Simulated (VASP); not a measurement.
Set up this calculation in VASP 6.6.1, as the native input.

```
Task                   : relaxation of cell and atoms
Functional             : PBE
Dispersion             : D3(BJ)
Potentials or basis    : VASP PAW PBE potentials, release 64 (Na_pv, Te, H)
Cutoff                 : 600 eV
k mesh                 : 6 × 6 × 6
Occupations            : gaussian, width 0.03 eV
Spin                   : no spin polarisation
Further INCAR settings : ALGO = Normal; EDIFF = 1e-06; IBRION = 2; EDIFFG = -0.01; NSW = 90; ISIF = 3
```

The structure of Na3TeH lies in POSCAR:

```
Na3TeH
1.0
    4.7671700000      0.0000000000      0.0000000000
    0.0000000000      4.7671700000      0.0000000000
    0.0000000000      0.0000000000      4.7671700000
Na Te H
3 1 1
Direct
    0.5000000000      0.0000000000      0.5000000000
    0.0000000000      0.5000000000      0.5000000000
    0.5000000000      0.5000000000      0.0000000000
    0.0000000000      0.0000000000      0.0000000000
    0.5000000000      0.5000000000      0.5000000000
```

The cell was built by a generator and needn't be a form met in nature.

These files were run (other wordings do the same):

INCAR

```
PREC     = Accurate       # precision mode
ENCUT    = 600            # plane-wave cutoff, eV
EDIFF    = 1E-6           # SCF threshold, eV
ISMEAR   = 0              # smearing method
SIGMA    = 0.03           # smearing width, eV
LREAL    = F              # projectors in reciprocal space
LASPH    = T              # aspherical terms in the spheres
NELM     = 80             # most SCF steps
ALGO     = Normal         # electronic algorithm
ISIF     = 3              # what is computed and relaxed
LWAVE    = F              # write WAVECAR
LCHARG   = F              # write CHGCAR
GGA      = PE             # functional
IVDW     = 12             # dispersion correction
IBRION   = 2              # ionic algorithm
NSW      = 90             # ionic steps
EDIFFG   = -0.01          # ionic threshold
```

KPOINTS

```
Automatic mesh
0
Gamma
  6 6 6
```

Potentials or basis: VASP PAW PBE potentials, release 64 (Na_pv, Te, H).

Run with:

```bash
$ cat potpaw_PBE.64/Na_pv/POTCAR potpaw_PBE.64/Te/POTCAR potpaw_PBE.64/H/POTCAR > POTCAR
$ mpirun -np 1 vasp_std > vasp.out
```

It gave:

```
Relaxed volume                         : 20.03 Å³/atom
Relaxed cell                           : a = 4.644 Å, b = 4.644 Å, c = 4.644 Å, α = 90.00°, β = 90.00°, γ = 90.00°
Space group after relaxing (to 0.05 Å) : Pm-3m (No. 221)
Energy gained by relaxing              : 10.2 meV/atom
Ionic steps                            : 4
Pressure after relaxing                : 0.0 GPa
Band gap on the k mesh                 : 2.86 eV, indirect (least direct gap 3.06 eV)
Dispersion energy per atom             : -0.253 eV
```

Caveat: spin-orbit coupling is left out, which moves the levels of the heavy elements.

It took 64 s on 1 thread of Intel(R) Xeon(R) Platinum 8488C (Sapphire Rapids), with other jobs on the host, peak memory 0.29 GiB.
